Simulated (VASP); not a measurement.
Energy against volume of WC (wc). All values below come from optB86b-vdW, VASP's PBE PAW potentials (set 64) (plane waves; VASP). Run with 520 eV cut-off, 14×14×13 Γ-centred mesh, first-order Methfessel-Paxton smearing of 0.10 eV, potentials W_sv C.

Shape and ions are relaxed at each volume.

```
V (Å³/atom)  E (eV/atom)
-----------  -----------
9.846           -9.29157
10.160          -9.33119
10.474          -9.34372
10.788          -9.33309
```

Fit these four points and predict the energy of the run at 11.102 Å³/atom.

A cubic in V^(−2/3), the third-order Birch-Murnaghan form, passes through the four points with V0 = 10.48 Å³/atom and B0 = 393 GPa, and gives -9.3026 eV/atom there. The run gave -9.3027 eV/atom, -0.1 meV/atom from the fit; all five points give B0 = 392 GPa.

The compound is WC in the wc structure. It was relaxed first.
